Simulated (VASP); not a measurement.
## Ag3BiS2: single point with PBE

Crystal: Ag3BiS2.

```xyz
12
Lattice="4.9224 -0.6187 0.6977 -0.6446 6.9486 -0.8954 0.4335 0.9770 7.6125" Properties=species:S:1:pos:R:3 pbc="T T T"
Ag    3.1547    5.1541    2.9573
Ag    4.4788    3.2031    0.9640
Ag    3.1465    0.6578    0.5570
Ag    0.7687    6.8123    3.1633
Ag    4.2262    4.4241    5.6658
Ag    1.9543    6.2475    5.7873
Bi    3.0167    2.2199    3.4355
Bi    0.5729    1.5445    1.7987
S     4.4054    5.7958    0.0149
S     4.3959    1.7124    5.6980
S     1.4907    3.7653    5.2535
S     2.0181    4.3366    0.7452
```

The cell was built by a generator and needn't be a form met in nature.

```yaml
Program: VASP 6.6.1
Task: single point
Functional: PBE
Potentials_or_basis: VASP PAW PBE potentials, release 64 (Ag, Bi_d, S)
Cutoff: 520 eV
k_mesh: 3 × 2 × 2
Occupations: methfessel-paxton, width 0.15 eV
Spin: no spin polarisation
```

| Quantity | Value |
| --- | --- |
| Pressure | 2.9 GPa |
| Largest force | 1.515 eV/Å |
| Band gap on the k mesh | none (metal or under the smearing width) |

Forces on the atoms (eV/Å):
```
Ag  -0.053  0.328  0.140
Ag   0.005  0.648 -0.269
Ag  -0.205 -0.155 -0.466
Ag  -0.172 -0.318  0.405
Ag  -0.202  0.326 -0.281
Ag   0.165  0.135 -0.262
Bi  -0.345  0.645  1.233
Bi   0.737 -1.040 -0.819
S    0.437  0.150 -0.296
S   -0.230 -0.336  0.453
S   -0.009  0.083 -0.170
S   -0.128 -0.466  0.334
```

Stress tensor (GPa, compression positive):
```
 4.01 -0.66  0.60
-0.66  2.48  0.30
 0.60  0.30  2.34
```

Levels at points of the mesh, in eV from the Fermi level:
```tsv
k point	band 56	band 57	band 58	band 59	band 60	band 61	band 62	band 63	band 64	band 65
(0.00, 0.00, 0.00)	-1.58	-1.37	-0.87	-0.76	-0.36	0.03	0.49	1.23	1.85	2.23
(0.00, 0.50, 0.00)	-1.54	-1.31	-1.24	-0.71	0.02	0.40	0.64	1.31	1.61	1.80
(0.00, 0.00, 0.50)	-1.68	-1.58	-1.17	-0.64	-0.52	-0.42	0.48	0.86	1.82	2.55
(0.00, 0.50, 0.50)	-1.54	-1.34	-1.06	-0.79	-0.23	0.10	0.60	1.41	1.57	1.66
```

Run time: 3 min on 1 thread of Intel(R) Xeon(R) Platinum 8488C (Sapphire Rapids) (shared host), peak memory 0.39 GiB.

Caveat: the k mesh is coarse (spacing up to 0.46 Å⁻¹), so the values aren't converged; spin-orbit coupling is left out, which moves the levels of the heavy elements.
